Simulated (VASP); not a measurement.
Output of a VASP run:

**OSZICAR**
```
       N       E                     dE             d eps       ncg     rms          rms(c)
DAV:   1    -0.315675247591E+03   -0.31568E+03   -0.22144E+01   322   0.126E+01    0.138E+01
DAV:   2    -0.315816816683E+03   -0.14157E+00   -0.57692E-01   347   0.116E+00    0.911E+00
DAV:   3    -0.315776159317E+03    0.40657E-01   -0.45213E-02   355   0.381E-01    0.536E+00
DAV:   4    -0.315763696552E+03    0.12463E-01   -0.25092E-02   363   0.262E-01    0.305E+00
DAV:   5    -0.315755262258E+03    0.84343E-02   -0.80295E-03   363   0.157E-01    0.172E+00
DAV:   6    -0.315751724056E+03    0.35382E-02   -0.26554E-03   364   0.986E-02    0.953E-01
DAV:   7    -0.315750703474E+03    0.10206E-02   -0.96210E-04   356   0.600E-02    0.523E-01
DAV:   8    -0.315750489865E+03    0.21361E-03   -0.28620E-04   356   0.323E-02    0.287E-01
DAV:   9    -0.315750502295E+03   -0.12430E-04   -0.91840E-05   348   0.181E-02    0.158E-01
DAV:  10    -0.315750571751E+03   -0.69456E-04   -0.45048E-05   307   0.126E-02    0.931E-02
DAV:  11    -0.315750648101E+03   -0.76350E-04   -0.37288E-05   283   0.115E-02    0.591E-02
DAV:  12    -0.315750716568E+03   -0.68467E-04   -0.36445E-05   291   0.110E-02    0.453E-02
DAV:  13    -0.315750773980E+03   -0.57412E-04   -0.33463E-05   275   0.107E-02    0.399E-02
DAV:  14    -0.315750820983E+03   -0.47003E-04   -0.32388E-05   276   0.105E-02    0.370E-02
DAV:  15    -0.315750859173E+03   -0.38190E-04   -0.28177E-05   259   0.101E-02    0.346E-02
DAV:  16    -0.315750890256E+03   -0.31083E-04   -0.24803E-05   243   0.958E-03    0.322E-02
DAV:  17    -0.315750915883E+03   -0.25627E-04   -0.22431E-05   235   0.907E-03    0.298E-02
DAV:  18    -0.315750937351E+03   -0.21468E-04   -0.18116E-05   212   0.827E-03    0.274E-02
DAV:  19    -0.315750955677E+03   -0.18326E-04   -0.15549E-05   179   0.764E-03    0.252E-02
DAV:  20    -0.315750971717E+03   -0.16040E-04   -0.12690E-05   211   0.695E-03    0.232E-02
DAV:  21    -0.315750985985E+03   -0.14268E-04   -0.10390E-05   203   0.630E-03    0.215E-02
DAV:  22    -0.315750998848E+03   -0.12863E-04   -0.87295E-06   180   0.577E-03    0.200E-02
DAV:  23    -0.315751010573E+03   -0.11725E-04   -0.74743E-06   195   0.533E-03    0.186E-02
DAV:  24    -0.315751021331E+03   -0.10759E-04   -0.64855E-06   179   0.495E-03    0.175E-02
DAV:  25    -0.315751031237E+03   -0.99051E-05   -0.56930E-06   187   0.462E-03
   1 F= -.31575103E+03 E0= -.31574753E+03  d E =-.701020E-02
```

### OUTCAR
```
------------------------ aborting loop because EDIFF is reached ----------------------------------------
  volume of cell :     1529.70
      direct lattice vectors                 reciprocal lattice vectors
    11.522210421  0.000000000  0.000000000     0.086788903  0.000000000  0.000000000
     0.000000000 11.522210421  0.000000000     0.000000000  0.086788903  0.000000000
     0.000000000  0.000000000 11.522210421     0.000000000  0.000000000  0.086788903
  FREE ENERGIE OF THE ION-ELECTRON SYSTEM (eV)
  ---------------------------------------------------
  free  energy   TOTEN  =      -315.7510312366 eV

  energy  without entropy=     -315.7440210377  energy(sigma->0) =     -315.74752614

  exchange ACFDT corr.  =         0.00000000  see jH, gK, PRB 81, 115126
```
(Selected blocks of OUTCAR.)

**POSCAR**
```
Ga32As32H
1
   11.5222104212     0.0000000000     0.0000000000
    0.0000000000    11.5222104212     0.0000000000
    0.0000000000     0.0000000000    11.5222104212
Ga As H
32 32 1
Direct
  0.5010621567   0.0008056686   0.0006852352
  0.7489050309   0.2488957646   0.0004906507
  0.7488912920   0.0007750334   0.2486955210
  0.0001443627   0.0001783798   0.0000319079
  0.2497324967   0.2497213517   0.9979055257
  0.5002907604   0.5003390335   0.9977961412
  0.7497836195   0.7498661807   0.0001222910
  0.2495927052   0.9976729931   0.2492376846
  0.4916939192   0.2573327410   0.2574360543
  0.7520115817   0.5002360830   0.2494287051
  0.5002458063   0.9978889253   0.5000614296
  0.7517673386   0.2495343430   0.5002908739
  0.7499472221   0.9997725747   0.7498826253
  0.0005860642   0.5011204036   0.0004025036
  0.2487423426   0.7488148585   0.0004140815
  0.9977227395   0.2496580700   0.2494466460
  0.2572094618   0.4925305782   0.2570767117
  0.4998874995   0.7516003901   0.2495336148
  0.0005457955   0.0007156127   0.5010984254
  0.2576588052   0.2577340555   0.4918589703
  0.4924155893   0.4914956832   0.4918824878
  0.7488384692   0.7489305337   0.5009398274
  0.2486633294   0.0006028566   0.7489381998
  0.5001994500   0.2494879854   0.7516946932
  0.7488872990   0.5011203547   0.7486191499
  0.0006701076   0.7492524594   0.2487146824
  0.9979827422   0.5001403858   0.4999678122
  0.2495596734   0.7516287892   0.4998809909
  0.0007692288   0.2486773764   0.7489671786
  0.2495555913   0.5001290221   0.7516399282
  0.5008658879   0.7492918920   0.7488740757
  0.0001038144   0.7496001673   0.7497660856
  0.6217492461   0.1282647033   0.1282079041
  0.8750174528   0.3750684443   0.1236734999
  0.8749286361   0.1237872416   0.3750591253
  0.1252716952   0.1252871048   0.1252595830
  0.3749911064   0.3751809636   0.1212523656
  0.6248423483   0.6248039588   0.1253089459
  0.8750366529   0.8750909563   0.1249987926
  0.3747531999   0.1208219704   0.3749748047
  0.6289234086   0.3745000749   0.3746373443
  0.8750202303   0.6260883218   0.3750193677
  0.6248948364   0.1249466078   0.6248907046
  0.8750390237   0.3750416795   0.6260332565
  0.8750628324   0.1249190519   0.8750540423
  0.1279595715   0.6219338884   0.1280524370
  0.3750002825   0.8747232220   0.1236510180
  0.1213738491   0.3750255946   0.3747216734
  0.3749161452   0.6280189558   0.3749902145
  0.6259978968   0.8747817263   0.3749828864
  0.1281125560   0.1281018620   0.6218020303
  0.3751139258   0.3747561686   0.6288693457
  0.6215594365   0.6217276256   0.6217104003
  0.8749736966   0.8747119563   0.6251027705
  0.3749536297   0.1237245741   0.8749595434
  0.6261338084   0.3750507709   0.8748359270
  0.8748105502   0.6250701473   0.8748839158
  0.1238127203   0.8749748014   0.3749738580
  0.1252407154   0.6246818330   0.6247478941
  0.3749614184   0.8749288490   0.6259007421
  0.1238936217   0.3749818258   0.8749604904
  0.3750080107   0.6260580340   0.8748113659
  0.6250547353   0.8748725476   0.8750431581
  0.1249163482   0.8749187120   0.8750241246
  0.3749612298   0.3739332793   0.3759077578
```

Reconstruct the remaining input files.

Several could match; the one computed here: the input of the run itself, HSE06 screened hybrid, plane waves, VASP's PBE PAW potentials (set 64).

KPOINTS:
```
Automatic
0
gamma
  1 1 1
0 0 0
```

### INCAR
```
# general
SYSTEM  =Ga32As32H
PREC    =Normal
ENCUT   =400
LREAL   =Auto
LASPH   =.TRUE.
ISYM    =0
NELECT  =256.0

# electronic loop
EDIFF   =1E-5
NELM    =50
NELMIN  =4
ALGO    =Normal
LMAXMIX =4

# smearing
ISMEAR  =0
SIGMA   =0.05

# functional
GGA     =PE
LHFCALC =.TRUE.
AEXX    =0.25
HFSCREEN=0.2
PRECFOCK=Fast

# ions
ISIF    =0

# output
LWAVE   =.FALSE.
LCHARG  =.FALSE.
```

POTCAR, in this order: Ga As H (PBE.64 set). Program: vasp_gam. Read from the step before: WAVECAR.

The cell is charged, with a uniform compensating background. The supercell is sampled at Γ alone, which is coarse: total energies, pressure and levels can be off, energies of defects by several tenths of an eV.

The cell is a supercell with a defect, built from GaAs (zinc blende): H_i, charge +1. The cell's shape comes from a PBE relaxation. The run is not spin-polarised, so no state with unpaired spins was tried.
